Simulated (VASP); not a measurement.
# Ti2FeO4 (Fd-3m) in VASP: single point with revPBE

Aim: the single point of Ti2FeO4 with revPBE.

Program: VASP 6.6.1. These are calculated values, not measurements. Logs are shortened: lines on timing, memory, paths and dates and some standing lists are left out, and cuts for length are marked.

**1. The structure**

The structure is cubic, space group Fd-3m (No. 227). The conventional cell has a = 8.651 Å, b = 8.651 Å, c = 8.651 Å, α = 90.00°, β = 90.00°, γ = 90.00°. Around Fe (site symmetry -43m) lie 4 O at 2.04 Å. Around Ti (site symmetry -3m) lie 6 O at 2.07 Å. O (site symmetry 3m) is surrounded by 1 Fe at 2.04 Å and 3 Ti at 2.07 Å.

The cell was built by a generator and needn't be a form met in nature.

**2. Single point, revPBE**

Contents of INCAR:

```
ALGO     = Normal         # electronic algorithm
EDIFF    = 1E-6           # SCF threshold, eV
ENCUT    = 520            # plane-wave cutoff, eV
GGA      = RE             # functional
ISIF     = 2              # what is computed and relaxed
ISMEAR   = -5             # smearing method
LASPH    = T              # aspherical terms in the spheres
LCHARG   = F              # write CHGCAR
LREAL    = F              # projectors in reciprocal space
LWAVE    = F              # write WAVECAR
NBANDS   = 69             # bands
NELM     = 100            # most SCF steps
PREC     = Accurate       # precision mode
SIGMA    = 0.1            # smearing width, eV
```

Contents of KPOINTS:

```
k-points
0
Gamma
  5 5 5
```

Contents of POSCAR:

```
Ti2FeO4
1.0
    0.0000000000      4.3253341000      4.3253341000
    4.3253341000      0.0000000000      4.3253341000
    4.3253341000      4.3253341000      0.0000000000
Fe Ti O
2 4 8
Direct
    0.0000000000      0.0000000000      0.0000000000
    0.2500000000      0.2500000000      0.2500000000
    0.6250000000      0.6250000000      0.6250000000
    0.1250000000      0.6250000000      0.6250000000
    0.6250000000      0.6250000000      0.1250000000
    0.6250000000      0.1250000000      0.6250000000
    0.3860000000      0.3860000000      0.3860000000
    0.4080000000      0.8640000000      0.8640000000
    0.3860000000      0.3860000000      0.8420000000
    0.8640000000      0.4080000000      0.8640000000
    0.8420000000      0.3860000000      0.3860000000
    0.8640000000      0.8640000000      0.8640000000
    0.3860000000      0.8420000000      0.3860000000
    0.8640000000      0.8640000000      0.4080000000
```

Potentials or basis: VASP PAW PBE potentials, release 64 (Fe, Ti_sv, O).

The run is started by

```bash
cat potpaw_PBE.64/Fe/POTCAR potpaw_PBE.64/Ti_sv/POTCAR potpaw_PBE.64/O/POTCAR > POTCAR
mpirun -np 1 vasp_std > vasp.out
```

OUTCAR:

```text
EDIFF = 1E-6
   ENCUT = 520
   GGA = RE
   ISIF = 2
   ISMEAR = -5
   LASPH = T
   LREAL = F
   NELM = 100
   PREC = Accurate

 ion  position               nearest neighbor table
   1  0.000  0.000  0.000-   8 2.04  10 2.04  14 2.04  12 2.04
   2  0.250  0.250  0.250-   9 2.04  11 2.04  13 2.04   7 2.04
   3  0.625  0.625  0.625-   8 2.07   9 2.07  10 2.07  11 2.07  13 2.07  14 2.07
   4  0.125  0.625  0.625-   7 2.07  12 2.07  10 2.07   9 2.07  13 2.07  14 2.07
   5  0.625  0.625  0.125-   7 2.07  12 2.07  10 2.07  11 2.07   8 2.07  13 2.07
   6  0.625  0.125  0.625-   7 2.07  12 2.07   9 2.07  11 2.07   8 2.07  14 2.07
   7  0.386  0.386  0.386-   2 2.04   4 2.07   5 2.07   6 2.07
   8  0.408  0.864  0.864-   1 2.04   3 2.07   5 2.07   6 2.07
   9  0.386  0.386  0.842-   2 2.04   3 2.07   4 2.07   6 2.07
  10  0.864  0.408  0.864-   1 2.04   3 2.07   4 2.07   5 2.07
  11  0.842  0.386  0.386-   2 2.04   3 2.07   5 2.07   6 2.07
  12  0.864  0.864  0.864-   1 2.04   4 2.07   5 2.07   6 2.07
  13  0.386  0.842  0.386-   2 2.04   3 2.07   4 2.07   5 2.07
  14  0.864  0.864  0.408-   1 2.04   3 2.07   4 2.07   6 2.07

  LATTYP: Found a face centered cubic cell.
 ALAT       =     8.6506682000

  Lattice vectors:

 A1 = (   0.0000000000,   4.3253341000,   4.3253341000)
 A2 = (   4.3253341000,   0.0000000000,   4.3253341000)
 A3 = (   4.3253341000,   4.3253341000,   0.0000000000)

Analysis of symmetry for initial positions (statically):
=====================================================================
 Subroutine PRICEL returns:
 Original cell was already a primitive cell.

 Routine SETGRP: Setting up the symmetry group for a
 face centered cubic supercell.

 Subroutine GETGRP returns: Found 48 space group operations
 (whereof 24 operations were pure point group operations)
 out of a pool of 48 trial point group operations.

The static configuration has the point symmetry T_d .
 The point group associated with its full space group is O_h .

Analysis of symmetry for dynamics (positions and initial velocities):
=====================================================================
 Subroutine PRICEL returns:
 Original cell was already a primitive cell.

 Routine SETGRP: Setting up the symmetry group for a
 face centered cubic supercell.

 Subroutine GETGRP returns: Found 48 space group operations
 (whereof 24 operations were pure point group operations)
 out of a pool of 48 trial point group operations.

The dynamic configuration has the point symmetry T_d .
 The point group associated with its full space group is O_h .

 Subroutine INISYM returns: Found 48 space group operations
 (whereof 24 operations are pure point group operations),
 and found     1 'primitive' translations

----------------------------------------------------------------------------------------

                                     Primitive cell

  volume of cell :     161.8412

  direct lattice vectors                    reciprocal lattice vectors
     0.000000000  4.325334100  4.325334100    -0.115598007  0.115598007  0.115598007
     4.325334100  0.000000000  4.325334100     0.115598007 -0.115598007  0.115598007
     4.325334100  4.325334100  0.000000000     0.115598007  0.115598007 -0.115598007

  length of vectors
     6.116946146  6.116946146  6.116946146     0.200221621  0.200221621  0.200221621

  position of ions in fractional coordinates (direct lattice)
     0.000000000  0.000000000  0.000000000
     0.250000000  0.250000000  0.250000000
     0.625000000  0.625000000  0.625000000
     0.125000000  0.625000000  0.625000000
     0.625000000  0.625000000  0.125000000
     0.625000000  0.125000000  0.625000000
     0.386000000  0.386000000  0.386000000
     0.408000000  0.864000000  0.864000000
     0.386000000  0.386000000  0.842000000
     0.864000000  0.408000000  0.864000000
     0.842000000  0.386000000  0.386000000
     0.864000000  0.864000000  0.864000000
     0.386000000  0.842000000  0.386000000
     0.864000000  0.864000000  0.408000000

  ion indices of the primitive-cell ions
   primitive index   ion index
                 1           1
                 2           2
                 3           3
                 4           4
                 5           5
                 6           6
                 7           7
                 8           8
                 9           9
                10          10
                11          11
                12          12
                13          13
                14          14

----------------------------------------------------------------------------------------

 KPOINTS: k-points

Automatic generation of k-mesh.
 Grid dimensions read from file:
 generate k-points for:    5    5    5

 Generating k-lattice:

  Cartesian coordinates                     Fractional coordinates (reciprocal lattice)
    -0.023119601  0.023119601  0.023119601     0.200000000  0.000000000  0.000000000
     0.023119601 -0.023119601  0.023119601     0.000000000  0.200000000  0.000000000
     0.023119601  0.023119601 -0.023119601     0.000000000  0.000000000  0.200000000

  Length of vectors
     0.040044324  0.040044324  0.040044324

  Shift w.r.t. Gamma in fractional coordinates (k-lattice)
     0.000000000  0.000000000  0.000000000

 TETIRR: Found     24 inequivalent tetrahedra from      750

 Subroutine IBZKPT returns following result:
 ===========================================

 Found     10 irreducible k-points:

 Following reciprocal coordinates:
            Coordinates               Weight
  0.000000  0.000000  0.000000      1.000000
  0.200000  0.000000  0.000000      8.000000
  0.400000  0.000000  0.000000      8.000000
  0.200000  0.200000  0.000000      6.000000
  0.400000  0.200000  0.000000     24.000000
 -0.400000  0.200000  0.000000     24.000000
 -0.200000  0.200000  0.000000     12.000000
  0.400000  0.400000  0.000000      6.000000
 -0.400000  0.400000  0.000000     12.000000
 -0.400000  0.400000  0.200000     24.000000
   k-points           NKPTS =     10   k-points in BZ     NKDIM =     10   number of bands    NBANDS=     69
   number of dos      NEDOS =    301   number of ions     NIONS =     14
   total plane-waves  NPLWV = 110592
   dimension x,y,z NGX =    48 NGY =   48 NGZ =   48
   dimension x,y,z NGXF=    96 NGYF=   96 NGZF=   96
   ions per type =               2   4   8
   NGX,Y,Z   is equivalent  to a cutoff of  13.05, 13.05, 13.05 a.u.
   NGXF,Y,Z  is equivalent  to a cutoff of  26.09, 26.09, 26.09 a.u.
 SYSTEM =  unknown system
   PREC   = accura    normal or accurate (medium, high low for compatibility)
   ISTART =      0    job   : 0-new  1-cont  2-samecut
   ICHARG =      2    charge: 1-file 2-atom 10-const
   ISPIN  =      1    spin polarized calculation?
   LNONCOLLINEAR =      F non collinear calculations
   LSORBIT =      F    spin-orbit coupling
   LASPH  =      T    aspherical Exc in radial PAW
   ENCUT  =  520.0 eV  38.22 Ry    6.18 a.u.  11.37 11.37 11.37*2*pi/ulx,y,z
   NELM   =    100;   NELMIN=  2; NELMDL= -5     # of ELM steps
   EDIFF  = 0.1E-05   stopping-criterion for ELM
   LREAL  =      F    real-space projection
   EDIFFG = 0.1E-04   stopping-criterion for IOM
   NSW    =      0    number of steps for IOM
   IBRION =     -1    ionic relax: 0-MD 1-quasi-New 2-CG
   NFREE  =      0    steps in history (QN), initial steepest desc. (CG)
   ISIF   =      2    stress and relaxation
   ISYM   =      2    0-nonsym 1-usesym 2-fastsym
   POTIM  = 0.5000    time-step for ionic-motion
   TEBEG  =    0.0;   TEEND  =   0.0 temperature during run
   PSTRESS=    0.0 pullay stress
   NELECT =     112.0000    total number of electrons
   NUPDOWN=      -1.0000    fix difference up-down
   EMIN   =  10.00;   EMAX   =-10.00  energy-range for DOS
   EFERMI =   0.00;   METHOD = LEGACY
   ISMEAR =    -5;   SIGMA  =   0.10  broadening in eV -4-tet -1-fermi 0-gaus
   EFERMI_NEDOS =   21; number of points for ismear=-14 and -15
   IALGO  =     38    algorithm
   IMIX   =      4    mixing-type and parameters
     AMIX     =   0.40;   BMIX     =  1.00
     AMIX_MAG =   1.60;   BMIX_MAG =  1.00
  volume/ion in A,a.u.               =      11.56        78.01
  Fermi-wavevector in a.u.,A,eV,Ry     =   1.448053  2.736424 28.529486  2.096858
  Thomas-Fermi vector in A             =   2.565938
   LORBIT       =      0    0 simple, 1 ext, 2 COOP (PROOUT), +10 PAW based schemes
   GGA     = RE    functional components
   LHFCALC =     F    Hartree Fock is set to
   AEXX    =    0.0000 exact exchange contribution
   IVDW    =     0    specifies the selected vdW correction
   LEPSILON=     F    determine dielectric tensor
   LRPA    =     F    only Hartree local field effects (RPA)
 non-spin polarized calculation
 Fermi weights with tetrahedron method with Bloechl corrections
  energy-cutoff  :      520.00
  volume of cell :      161.84
 maximum number of plane-waves:      4380
 NGX is ok and might be reduce to    48
   NGX = 23   NGY = 23   NGZ = 23

 number of electron     111.9999988 magnetization

 Free energy of the ion-electron system (eV)
  ---------------------------------------------------
  ext. energy  EPLUGINS =         0.00000000
  ---------------------------------------------------
  free energy    TOTEN  =      -111.81508091 eV

  energy without entropy =     -111.81508091  energy(sigma->0) =     -111.81508091

 E-fermi :   6.6772     XC(G=0): -11.0109

 val. band max:        6.6803837898   @ k =   0.4000   0.2000   0.0000
 cond. band min:       6.6678696841   @ k =   0.0000   0.0000   0.0000
 fundamental gap:     -0.0125141057
 Fermi energy:         6.6772432219

 k-point     1 :       0.0000    0.0000    0.0000
  band No.  band energies     occupation
      1     -51.8399      2.00000
      2     -51.7889      2.00000
      3     -51.7889      2.00000
      4     -51.7889      2.00000
      5     -28.3735      2.00000
      6     -28.1746      2.00000
[... 60 lines left out ...]
     67       8.0666      0.00000
     68       8.0984      0.00000

 k-point     2 :       0.2000    0.0000    0.0000
  band No.  band energies     occupation
      1     -51.8363      2.00000
      2     -51.7924      2.00000
      3     -51.7889      2.00000
      4     -51.7889      2.00000
      5     -28.3455      2.00000
      6     -28.1650      2.00000
[... 60 lines left out ...]
     67       7.9865      0.00000
     68       8.0726      0.00000

 k-point     3 :       0.4000    0.0000    0.0000
  band No.  band energies     occupation
      1     -51.8289      2.00000
      2     -51.8000      2.00000
      3     -51.7889      2.00000
      4     -51.7889      2.00000
      5     -28.2973      2.00000
      6     -28.1302      2.00000
[... 486 lines left out ...]
     67       8.0353      0.00000
     68       8.0438      0.00000

 k-point    10 :      -0.4000    0.4000    0.2000
  band No.  band energies     occupation
      1     -51.8208      2.00000
      2     -51.8081      2.00000
      3     -51.7889      2.00000
      4     -51.7889      2.00000
      5     -28.2312      2.00000
      6     -28.1587      2.00000
[... 60 lines left out ...]
     67       7.9917      0.00000
     68       7.9936      0.00000
 [bands above 68 left out]

------------------------ aborting loop because EDIFF is reached ----------------------------------------

  FORCE on cell =-STRESS in cart. coord.  units (eV):
  Direction    XX          YY          ZZ          XY          YZ          ZX
  --------------------------------------------------------------------------------------
  -------------------------------------------------------------------------------------
  Total       -8.5547248     -8.5547248     -8.5547248      0.0000000      0.0000000      0.0000000
  in kB      -84.6891262    -84.6891262    -84.6891262      0.0000000      0.0000000      0.0000000
  external PRESSURE =     -84.6891262 kB  Pullay stress =       0.0000000 kB

 VOLUME and BASIS-vectors are now :
 -----------------------------------------------------------------------------
  energy-cutoff  :      520.00
  volume of cell :      161.84
      direct lattice vectors                 reciprocal lattice vectors
     0.000000000  4.325334100  4.325334100    -0.115598007  0.115598007  0.115598007
     4.325334100  0.000000000  4.325334100     0.115598007 -0.115598007  0.115598007
     4.325334100  4.325334100  0.000000000     0.115598007  0.115598007 -0.115598007

 POSITION                                       TOTAL-FORCE (eV/Angst)
 -----------------------------------------------------------------------------------
      0.00000      0.00000      0.00000        -0.000000     -0.000000     -0.000000
      2.16267      2.16267      2.16267        -0.000000     -0.000000     -0.000000
      5.40667      5.40667      5.40667        -0.000000     -0.000000     -0.000000
      5.40667      3.24400      3.24400        -0.000000     -0.000000     -0.000000
      3.24400      3.24400      5.40667        -0.000000     -0.000000     -0.000000
      3.24400      5.40667      3.24400        -0.000000     -0.000000     -0.000000
      3.33916      3.33916      3.33916        -0.211295     -0.211295     -0.211295
      7.47418      5.50182      5.50182         0.211295     -0.211295     -0.211295
      5.31151      5.31151      3.33916         0.211295      0.211295     -0.211295
      5.50182      7.47418      5.50182        -0.211295      0.211295     -0.211295
      3.33916      5.31151      5.31151        -0.211295      0.211295      0.211295
      7.47418      7.47418      7.47418         0.211295      0.211295      0.211295
      5.31151      3.33916      5.31151         0.211295     -0.211295      0.211295
      5.50182      5.50182      7.47418        -0.211295     -0.211295      0.211295
 -----------------------------------------------------------------------------------
    total drift:                                0.000000      0.000000      0.000000

  FREE ENERGIE OF THE ION-ELECTRON SYSTEM (eV)
  ---------------------------------------------------
  free  energy   TOTEN  =      -111.8150809067 eV

  energy  without entropy=     -111.8150809067  energy(sigma->0) =     -111.81508091
```

It took 3.5 min on 1 thread of Intel Xeon Platinum 8375C at 2.90GHz (Ice Lake), shared host; peak memory 0.37 GiB.

Results:

| Item | Value |
| --- | --- |
| Free energy | -111.8151 eV |
| Pressure | -8.5 GPa |
| Largest force | 0.366 eV/Å |
| Band gap on the k mesh | none (metal or under the smearing width) |

Forces on the atoms (eV/Å):
```
Fe   0.000  0.000  0.000
Fe   0.000  0.000  0.000
Ti   0.000  0.000  0.000
Ti   0.000  0.000  0.000
Ti   0.000  0.000  0.000
Ti   0.000  0.000  0.000
O   -0.211 -0.211 -0.211
O    0.211 -0.211 -0.211
O    0.211  0.211 -0.211
O   -0.211  0.211 -0.211
O   -0.211  0.211  0.211
O    0.211  0.211  0.211
O    0.211 -0.211  0.211
O   -0.211 -0.211  0.211
```

Caveat: the PAW data sets were made with another functional, which shifts forces and pressure a little; the run has no spin polarisation, though such a crystal can be magnetic; semilocal functionals often make such compounds metallic where correlation or magnetic order opens a gap, which also shifts bond lengths; tetrahedron occupations give inexact forces and stress in metals.
